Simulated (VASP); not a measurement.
# Rb2LuH2 (P-3m1) in VASP: notebook

Aim: see how the results for Rb2LuH2 move with the level of theory and the settings. Levels: PBE, PBEsol. Tasks: single point, band structure.

All numbers are computed with VASP 6.6.1; they aren't measurements. Logs are shortened: lines on timing, memory, paths and dates and some standing lists are left out, and cuts for length are marked.

## (1) The crystal as given

The structure is trigonal, space group P-3m1 (No. 164). Conventional cell: a = 3.842 Å, b = 3.842 Å, c = 11.465 Å, α = 90.00°, β = 90.00°, γ = 120.00°. Rb (site symmetry 3m) is surrounded by 3 H at 3.53 Å and 6 Rb at 3.84 Å. Around Lu (site symmetry -3m) lie 6 H at 2.33 Å. H (site symmetry 3m) has 3 Lu at 2.33 Å and 3 H at 2.63 Å as nearest neighbours.

The cell was built by a generator and needn't be a form met in nature.

## (2) Single point, PBE, 29.30 Å³/atom (strain = -0.04)

Input file INCAR:

```
SYSTEM = Rb2LuH2
ALGO     = Normal         ! electronic algorithm
EDIFF    = 1E-6           ! SCF threshold, eV
ENCUT    = 520            ! plane-wave cutoff, eV
GGA      = PE             ! functional
ISIF     = 2              ! what is computed and relaxed
ISMEAR   = -1             ! smearing method
LASPH    = .TRUE.         ! aspherical terms in the spheres
LCHARG   = .FALSE.        ! write CHGCAR
LREAL    = .FALSE.        ! projectors in reciprocal space
LWAVE    = .FALSE.        ! write WAVECAR
NBANDS   = 30             ! bands
NELM     = 80             ! most SCF steps
PREC     = Accurate       ! precision mode
SIGMA    = 0.05           ! smearing width, eV
```

Input file KPOINTS:

```
k-points
0
G
  6 6 3
  0 0 0
```

Input file POSCAR:

```
Rb2LuH2
1.0
    3.8418600000     -0.0768372000      0.0000000000
   -1.9874730000      3.3655686000      0.0000000000
    0.0000000000      0.0000000000     11.4651800000
Rb Lu H
2 1 2
Direct
    0.3333300000      0.6666700000      0.6988200000
    0.6666700000      0.3333300000      0.3011800000
    0.0000000000      0.0000000000      0.0000000000
    0.6666700000      0.3333300000      0.9386300000
    0.3333300000      0.6666700000      0.0613700000
```

Potentials or basis: VASP PAW PBE potentials, release 64 (Rb_sv, Lu, H).

Launch:

```
$ cat potpaw_PBE.64/Rb_sv/POTCAR potpaw_PBE.64/Lu/POTCAR potpaw_PBE.64/H/POTCAR > POTCAR
$ mpirun -np 1 vasp_std > vasp.out
```

OUTCAR:

```text
SYSTEM = Rb2LuH2
   EDIFF = 1E-6
   ENCUT = 520
   GGA = PE
   ISIF = 2
   ISMEAR = -1
   LASPH = .TRUE.
   LREAL = .FALSE.
   NELM = 80
   PREC = Accurate

 ion  position               nearest neighbor table
   1  0.333  0.667  0.699-   3 4.08   3 4.10   3 4.13   2 5.05   2 5.07   2 5.09
   2  0.667  0.333  0.301-   3 4.08   3 4.10   3 4.13   1 5.05   1 5.07   1 5.09
   3  0.000  0.000  0.000-   4 2.29   5 2.29   4 2.33   5 2.33   1 4.08   2 4.08   2 4.10   1 4.10
                             1 4.13   2 4.13
   4  0.667  0.333  0.939-   3 2.29   3 2.33
   5  0.333  0.667  0.061-   3 2.29   3 2.33

  LATTYP: Found a simple monoclinic cell.
 ALAT       =     3.7755139209
 B/A-ratio  =     3.0367203618
 C/A-ratio  =     1.0177762222
 COS(beta)  =    -0.4736453882

  Lattice vectors:

 A1 = (   1.8543870000,   3.2887314000,   0.0000000000)
 A2 = (   0.0000000000,   0.0000000000, -11.4651800000)
 A3 = (  -3.8418600000,   0.0768372000,   0.0000000000)

Analysis of symmetry for initial positions (statically):
=====================================================================
 Subroutine PRICEL returns:
 Original cell was already a primitive cell.

 Routine SETGRP: Setting up the symmetry group for a
 simple monoclinic supercell.

 Subroutine GETGRP returns: Found  2 space group operations
 (whereof  2 operations were pure point group operations)
 out of a pool of  4 trial point group operations.

The static configuration has the point symmetry S_2 .

Analysis of symmetry for dynamics (positions and initial velocities):
=====================================================================
 Subroutine PRICEL returns:
 Original cell was already a primitive cell.

 Routine SETGRP: Setting up the symmetry group for a
 simple monoclinic supercell.

 Subroutine GETGRP returns: Found  2 space group operations
 (whereof  2 operations were pure point group operations)
 out of a pool of  4 trial point group operations.

The dynamic configuration has the point symmetry S_2 .

 Subroutine INISYM returns: Found  2 space group operations
 (whereof  2 operations are pure point group operations),
 and found     1 'primitive' translations

----------------------------------------------------------------------------------------

                                     Primitive cell

  volume of cell :     146.4944
[... 94 lines left out ...]
   NELM   =     80;   NELMIN=  2; NELMDL= -5     # of ELM steps
   EDIFF  = 0.1E-05   stopping-criterion for ELM
   LREAL  =      F    real-space projection
   EDIFFG = 0.1E-04   stopping-criterion for IOM
   NSW    =      0    number of steps for IOM
   IBRION =     -1    ionic relax: 0-MD 1-quasi-New 2-CG
   NFREE  =      0    steps in history (QN), initial steepest desc. (CG)
   ISIF   =      2    stress and relaxation
   ISYM   =      2    0-nonsym 1-usesym 2-fastsym
   POTIM  = 0.5000    time-step for ionic-motion
   TEBEG  =    0.0;   TEEND  =   0.0 temperature during run
   PSTRESS=    0.0 pullay stress
   NELECT =      45.0000    total number of electrons
   NUPDOWN=      -1.0000    fix difference up-down
   EMIN   =  10.00;   EMAX   =-10.00  energy-range for DOS
   EFERMI =   0.00;   METHOD = LEGACY
   ISMEAR =    -1;   SIGMA  =   0.05  broadening in eV -4-tet -1-fermi 0-gaus
   EFERMI_NEDOS =   21; number of points for ismear=-14 and -15
   IALGO  =     38    algorithm
   IMIX   =      4    mixing-type and parameters
     AMIX     =   0.40;   BMIX     =  1.00
     AMIX_MAG =   1.60;   BMIX_MAG =  1.00
  volume/ion in A,a.u.               =      29.30       197.72
  Fermi-wavevector in a.u.,A,eV,Ry     =   1.104601  2.087393 16.601050  1.220143
  Thomas-Fermi vector in A             =   2.241076
   LORBIT       =      0    0 simple, 1 ext, 2 COOP (PROOUT), +10 PAW based schemes
   GGA     = PE    functional components
   LHFCALC =     F    Hartree Fock is set to
   AEXX    =    0.0000 exact exchange contribution
   IVDW    =     0    specifies the selected vdW correction
   LEPSILON=     F    determine dielectric tensor
   LRPA    =     F    only Hartree local field effects (RPA)
 non-spin polarized calculation
  energy-cutoff  :      520.00
  volume of cell :      146.49
 maximum number of plane-waves:      3961
 NGX is ok and might be reduce to    30
   NGX = 15   NGY = 15   NGZ = 43

 number of electron      45.0000007 magnetization

 Free energy of the ion-electron system (eV)
  ---------------------------------------------------
  ext. energy  EPLUGINS =         0.00000000
  ---------------------------------------------------
  free energy    TOTEN  =       -12.85891275 eV

  energy without entropy =      -12.84410885  energy(sigma->0) =      -12.85151080

 E-fermi :   1.6637     XC(G=0):  -7.7773

 val. band max:        1.6463001220   @ k =   0.3333  -0.0000   0.3333
 cond. band min:       1.8296441457   @ k =   0.5000   0.1667   0.0000
 fundamental gap:      0.1833440237
 Fermi energy:         1.6636785315

 k-point     1 :       0.0000    0.0000    0.0000
  band No.  band energies     occupation
      1     -55.3708      2.00000
      2     -27.2776      2.00000
      3     -27.2761      2.00000
      4     -26.1280      2.00000
      5     -25.9050      2.00000
      6     -25.8726      2.00000
[... 781 lines left out ...]
     29       4.4246      0.00000
     30       4.8001      0.00000

 [... further k-points ...]

------------------------ aborting loop because EDIFF is reached ----------------------------------------

  FORCE on cell =-STRESS in cart. coord.  units (eV):
  Direction    XX          YY          ZZ          XY          YZ          ZX
  --------------------------------------------------------------------------------------
  -------------------------------------------------------------------------------------
  Total        0.0133510      0.0106493      0.0519182      0.5438285     -0.0098443      0.1050663
  in kB        0.1460174      0.1164690      0.5678179      5.9477339     -0.1076649      1.1490869
  external PRESSURE =       0.2767681 kB  Pullay stress =       0.0000000 kB

 VOLUME and BASIS-vectors are now :
 -----------------------------------------------------------------------------
  energy-cutoff  :      520.00
  volume of cell :      146.49
      direct lattice vectors                 reciprocal lattice vectors
     3.841860000 -0.076837200  0.000000000     0.263401524  0.155546798  0.000000000
    -1.987473000  3.365568600  0.000000000     0.006013556  0.300677805  0.000000000
     0.000000000  0.000000000 11.465180000     0.000000000  0.000000000  0.087220611

 POSITION                                       TOTAL-FORCE (eV/Angst)
 -----------------------------------------------------------------------------------
     -0.04438      2.21811      8.01210        -0.021082      0.000363     -0.007581
      1.89877      1.07062      3.45308         0.021082     -0.000363      0.007581
      0.00000      0.00000      0.00000         0.000000      0.000000      0.000000
      1.89877      1.07062     10.76156         0.039533      0.006142      0.001145
     -0.04438      2.21811      0.70362        -0.039533     -0.006142     -0.001145
 -----------------------------------------------------------------------------------
    total drift:                               -0.000000      0.000000      0.000000

  FREE ENERGIE OF THE ION-ELECTRON SYSTEM (eV)
  ---------------------------------------------------
  free  energy   TOTEN  =       -12.8589127505 eV

  energy  without entropy=      -12.8441088537  energy(sigma->0) =      -12.85151080
```

Wall time 4.6 min (1 thread of AMD EPYC 7R43 (Zen 3), shared host); peak memory 0.39 GiB.

What came out:

```yaml
Free_energy: -12.8589 eV
Pressure: 0.0 GPa
Largest_force: 0.040 eV/Å
Band_gap_on_the_k_mesh: none (metal or under the smearing width)
```

## (3) Single point, PBE, 29.31 Å³/atom (strain = -0.02)

INCAR is that of step 2.

KPOINTS is that of step 2.

Changes to POSCAR since step 2:

```diff
@@ -2,4 +2,4 @@
 1.0
-    3.8418600000     -0.0768372000      0.0000000000
-   -1.9874730000      3.3655686000      0.0000000000
+    3.8418600000     -0.0384186000      0.0000000000
+   -1.9542015000      3.3463593000      0.0000000000
     0.0000000000      0.0000000000     11.4651800000
```

Potentials or basis: VASP PAW PBE potentials, release 64 (Rb_sv, Lu, H).

Launch:

```
$ cat potpaw_PBE.64/Rb_sv/POTCAR potpaw_PBE.64/Lu/POTCAR potpaw_PBE.64/H/POTCAR > POTCAR
$ mpirun -np 1 vasp_std > vasp.out
```

Run time: 4.4 min. Hardware: 1 thread of AMD EPYC 7R43 (Zen 3), shared host; peak memory 0.4 GiB.

The run converged. Its results:

| Item | Value |
| --- | --- |
| Free energy | -12.8671 eV |
| Pressure | 0.0 GPa |
| Largest force | 0.020 eV/Å |
| Band gap on the k mesh | none (metal or under the smearing width) |

## (4) Band structure, PBEsol

Changes to POSCAR since step 3:

```diff
@@ -2,4 +2,4 @@
 1.0
-    3.8418600000     -0.0384186000      0.0000000000
-   -1.9542015000      3.3463593000      0.0000000000
+    3.8418600000      0.0000000000      0.0000000000
+   -1.9209300000      3.3271500000      0.0000000000
     0.0000000000      0.0000000000     11.4651800000
```

Input file INCAR.step1:

```
PREC     = Accurate       # precision mode
ENCUT    = 520            # plane-wave cutoff, eV
EDIFF    = 1E-7           # SCF threshold, eV
ISMEAR   = -1             # smearing method
SIGMA    = 0.05           # smearing width, eV
LREAL    = F              # projectors in reciprocal space
LASPH    = T              # aspherical terms in the spheres
NELM     = 60             # most SCF steps
ALGO     = Normal         # electronic algorithm
ISIF     = 2              # what is computed and relaxed
LWAVE    = F              # write WAVECAR
LCHARG   = T              # write CHGCAR
GGA      = PS             # functional
```

Input file KPOINTS.step1:

```
regular mesh
0
Gamma
  6 6 3
```

Input file INCAR.step2:

```
PREC     = Accurate       # precision mode
ENCUT    = 520            # plane-wave cutoff, eV
EDIFF    = 1E-7           # SCF threshold, eV
ISMEAR   = 0              # smearing method
SIGMA    = 0.05           # smearing width, eV
LREAL    = F              # projectors in reciprocal space
LASPH    = T              # aspherical terms in the spheres
NELM     = 60             # most SCF steps
ALGO     = Normal         # electronic algorithm
ISIF     = 2              # what is computed and relaxed
LWAVE    = F              # write WAVECAR
LCHARG   = F              # write CHGCAR
GGA      = PS             # functional
ICHARG   = 11             # starting density
```

Input file KPOINTS.step2:

```
path GMKGALHA,LM,KH
10
line-mode
reciprocal
 0.0000000000  0.0000000000  0.0000000000  G
 0.5000000000  0.0000000000  0.0000000000  M

 0.5000000000  0.0000000000  0.0000000000  M
 0.3333333333  0.3333333333  0.0000000000  K

 0.3333333333  0.3333333333  0.0000000000  K
 0.0000000000  0.0000000000  0.0000000000  G

 0.0000000000  0.0000000000  0.0000000000  G
 0.0000000000  0.0000000000  0.5000000000  A

 0.0000000000  0.0000000000  0.5000000000  A
 0.5000000000  0.0000000000  0.5000000000  L

 0.5000000000  0.0000000000  0.5000000000  L
 0.3333333333  0.3333333333  0.5000000000  H

 0.3333333333  0.3333333333  0.5000000000  H
 0.0000000000  0.0000000000  0.5000000000  A

 0.5000000000  0.0000000000  0.5000000000  L
 0.5000000000  0.0000000000  0.0000000000  M

 0.3333333333  0.3333333333  0.0000000000  K
 0.3333333333  0.3333333333  0.5000000000  H
```

Launch:

```
$ cat potpaw_PBE.64/Rb_sv/POTCAR potpaw_PBE.64/Lu/POTCAR potpaw_PBE.64/H/POTCAR > POTCAR
$ cp INCAR.step1 INCAR
$ cp KPOINTS.step1 KPOINTS
$ mpirun -np 1 vasp_std > vasp.out
$ cp INCAR.step2 INCAR
$ cp KPOINTS.step2 KPOINTS
$ mpirun -np 1 vasp_std > vasp.out
```

It took 6.4 min on 1 thread of AMD EPYC 7R43 (Zen 3), shared host; peak memory 0.49 GiB.

Results (log left out):

| Item | Value |
| --- | --- |
| Band gap along the path | none (metal or under the smearing width) |

Levels at the corners of the path, in eV from the Fermi level:
| point | band 18 | band 19 | band 20 | band 21 | band 22 | band 23 | band 24 | band 25 | band 26 | band 27 |
| --- | --- | --- | --- | --- | --- | --- | --- | --- | --- | --- |
| Γ | -5.63 | -5.63 | -5.56 | -2.94 | -2.11 | -0.34 | 0.19 | 1.47 | 1.47 | 1.92 |
| M | -5.59 | -5.59 | -4.70 | -4.00 | -0.83 | 0.24 | 0.42 | 1.02 | 1.81 | 1.94 |
| M | -5.59 | -5.59 | -4.70 | -4.00 | -0.83 | 0.24 | 0.42 | 1.02 | 1.81 | 1.94 |
| K | -5.60 | -5.57 | -4.13 | -4.13 | -0.18 | 0.36 | 0.36 | 1.63 | 1.83 | 2.07 |
| K | -5.60 | -5.57 | -4.13 | -4.13 | -0.18 | 0.36 | 0.36 | 1.63 | 1.83 | 2.07 |
| Γ | -5.63 | -5.63 | -5.56 | -2.94 | -2.11 | -0.34 | 0.19 | 1.47 | 1.47 | 1.92 |
| Γ | -5.63 | -5.63 | -5.56 | -2.94 | -2.11 | -0.34 | 0.19 | 1.47 | 1.47 | 1.92 |
| A | -5.63 | -5.63 | -5.56 | -3.11 | -1.44 | -1.31 | 1.24 | 1.26 | 1.47 | 1.47 |
| A | -5.63 | -5.63 | -5.56 | -3.11 | -1.44 | -1.31 | 1.24 | 1.26 | 1.47 | 1.47 |
| L | -5.59 | -5.59 | -4.69 | -4.00 | -0.88 | 0.24 | 0.75 | 1.00 | 1.38 | 2.15 |
| L | -5.59 | -5.59 | -4.69 | -4.00 | -0.88 | 0.24 | 0.75 | 1.00 | 1.38 | 2.13 |
| H | -5.60 | -5.57 | -4.13 | -4.13 | -0.16 | 0.39 | 0.39 | 1.62 | 1.82 | 2.04 |
| H | -5.60 | -5.57 | -4.13 | -4.13 | -0.16 | 0.39 | 0.39 | 1.62 | 1.82 | 2.04 |
| A | -5.63 | -5.63 | -5.56 | -3.11 | -1.44 | -1.31 | 1.24 | 1.26 | 1.47 | 1.47 |
| L | -5.59 | -5.59 | -4.69 | -4.00 | -0.88 | 0.24 | 0.75 | 1.00 | 1.38 | 2.12 |
| M | -5.59 | -5.59 | -4.70 | -4.00 | -0.83 | 0.24 | 0.42 | 1.02 | 1.81 | 1.94 |
| K | -5.60 | -5.57 | -4.13 | -4.13 | -0.18 | 0.36 | 0.36 | 1.63 | 1.83 | 2.07 |
| H | -5.60 | -5.57 | -4.13 | -4.13 | -0.16 | 0.39 | 0.39 | 1.62 | 1.82 | 2.04 |

Caveat: the log is that of the step along the path at fixed density, whose energy, stress, charges and moments have no meaning; the PAW data sets were made with another functional, which shifts forces and pressure a little; spin-orbit coupling is left out, which moves the levels of the heavy elements.
